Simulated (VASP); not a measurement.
Here is the system:

```xyz
2
Lattice="2.9311 0.0000 0.0000 0.0000 2.9311 0.0000 0.0000 0.0000 2.9311" Properties=species:S:1:pos:R:3 pbc="T T T"
Ti     0.0000     0.0000     0.0000
Co     1.4656     1.4656     1.4656
```

Computed with PBE GGA with D3 dispersion (Becke-Johnson damping), VASP's PBE PAW potentials (set 64) (plane waves; VASP). Run with 520 eV cut-off, Gaussian smearing of 0.050 eV, potentials Ti_sv Co.

**Question.** Give the energies of bands 5 to 13 at the high-symmetry points, in eV from the Fermi level.

**Answer.** 
| band | Γ | X | M | R |
|---|---|---|---|---|
| 5 | -7.91 | -4.19 | -4.64 | -2.57 |
| 6 | -4.06 | -3.91 | -3.99 | -2.57 |
| 7 | -4.06 | -2.55 | -2.59 | -2.57 |
| 8 | -1.57 | -1.65 | -2.59 | -2.27 |
| 9 | -1.57 | -1.65 | -0.64 | -2.27 |
| 10 | -1.57 | -1.12 | -0.16 | -2.27 |
| 11 | 0.80 | -0.91 | 0.72 | -0.61 |
| 12 | 0.80 | 0.15 | 0.72 | -0.61 |
| 13 | 2.88 | 0.64 | 1.27 | 3.33 |

It has no gap at this level: it comes out as a metal or semimetal.

The compound is TiCo in the CsCl type structure. It was relaxed first, which changed the volume by -6 %. The run is not spin-polarised, so no magnetic state was tried. The electron count is odd and the run is not spin-polarised, which forces a metal.
